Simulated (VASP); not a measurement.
An input for Quantum ESPRESSO's pw.x (written as the equivalent of a VASP run, and not itself run):

```
&CONTROL
  calculation = 'vc-relax'
  pseudo_dir = './pseudo'
  outdir = './out'
  tprnfor = .true.
  tstress = .true.
  nstep = 40
  forc_conv_thr = 0.00039
/
&SYSTEM
  ibrav = 0
  nat = 2
  ntyp = 2
  ecutwfc = 96
  occupations = 'smearing'
  smearing = 'methfessel-paxton'
  degauss = 0.00735
  input_dft = 'pbe'
/
&ELECTRONS
  conv_thr = 7.3e-09
  electron_maxstep = 100
/
&IONS
/
&CELL
  press = 150
/
ATOMIC_SPECIES
  Ga 69.723 Ga.upf
  Co 58.933 Co.upf
CELL_PARAMETERS angstrom
     2.8144745    0.0000000    0.0000000
    -0.0000000    2.8144745   -0.0000000
     0.0000000   -0.0000000    2.8144745
ATOMIC_POSITIONS crystal
  Ga   0.5000000  0.5000000  0.5000000
  Co   0.0000000  0.0000000  0.0000000
K_POINTS automatic
  12 12 12 0 0 0
```

Problem. Write the VASP files for the same calculation (PBE).

Solution. Several could match; the one computed here: 
**POSCAR**
```
CoGa
1
    2.8144744547     0.0000000000     0.0000000000
   -0.0000000000     2.8144744547    -0.0000000000
    0.0000000000    -0.0000000000     2.8144744547
Ga Co
1 1
Direct
  0.5000000000   0.5000000000   0.5000000000
  0.0000000000   0.0000000000   0.0000000000
```

### INCAR
```
# general
SYSTEM  = CoGa
PREC    = Accurate
ENCUT   = 480
LREAL   = .False.
LASPH   = .True.

# electronic loop
EDIFF   = 1E-7
NELM    = 100
ALGO    = Normal
LMAXMIX = 4

# smearing
ISMEAR  = 1
SIGMA   = 0.1

# functional
GGA     = PE

# ions
IBRION  = 2
NSW     = 40
ISIF    = 3
EDIFFG  = -0.01
PSTRESS = 150

# output
LWAVE   = .False.
LCHARG  = .False.
```

**KPOINTS**
```
Automatic mesh
0
Gamma
  12 12 12
0 0 0
```

POTCAR, in this order: Ga_d Co (PBE.64 set). Program: vasp_std.

What does not carry over: the potentials are each code's own (VASP's PAW set, PseudoDojo norm-conserving files in pw.x), so ENCUT and ecutwfc are chosen apart and not converted; conv_thr bounds pw.x's estimated SCF error, while EDIFF bounds the energy change between steps; forc_conv_thr acts on force components and is met together with etot_conv_thr.

The compound is CoGa in the CsCl type structure. It was relaxed first under an external pressure of 15 GPa.
